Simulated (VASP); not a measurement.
Data:

```
KI
1.0
    0.00000     3.41320     3.41320
    3.41320     0.00000     3.41320
    3.41320     3.41320     0.00000
K I
1 1
Cartesian
  0.00000   0.00000   0.00000
  3.41320   3.41320   3.41320
```

Computed with LDA (Ceperley-Alder, Perdew-Zunger) with spin-orbit coupling, VASP's LDA PAW potentials (set 64) (plane waves; VASP). Numerical set-up: 400 eV cut-off, 6×6×6 Γ-centred mesh, Gaussian smearing of 0.050 eV, potentials K_sv I.

**Question.** Predict the energy per atom (σ→0), band gap (over mesh and band path) with the smallest direct gap where there is one.

**Answer.** 
| Property | Value |
|---|---|
| band gap (over mesh and band path) | 3.54 eV |
| smallest direct gap (over mesh and band path) | 3.54 eV |
| energy per atom (σ→0) | -3.149 eV/atom |

Only differences to runs with the same potentials and settings are physical.

The compound is KI in the rock salt structure. It was relaxed first, which changed the volume by -10 %.
